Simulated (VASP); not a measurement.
Shape and ions are relaxed at each volume.

Energy against volume of SiO2 (rutile). Level of theory: TPSS meta-GGA, VASP's PBE PAW potentials (set 64) (plane waves; VASP 6.6.1).

| V (Å³/atom) | E (eV/atom) |
|---|---|
| 7.435 | -10.79312 |
| 7.673 | -10.81597 |
| 7.910 | -10.82332 |
| 8.147 | -10.81787 |
| 8.385 | -10.80192 |

Q: Fit a third-order Birch-Murnaghan equation of state.

A: 
- volume per atom = 7.92 Å³/atom
- bulk modulus = 285 GPa
- pressure derivative of the bulk modulus = 5.47

Measured: bulk modulus 310 GPa at 300 K (computed value off by -8.1 %), as given by arXiv:1001.2066. The calculation is for a static lattice, while the measured bulk modulus holds thermal and zero-point effects, which are part of the difference.

The compound is SiO2 in the rutile structure, stishovite, a high-pressure form. It was relaxed first.
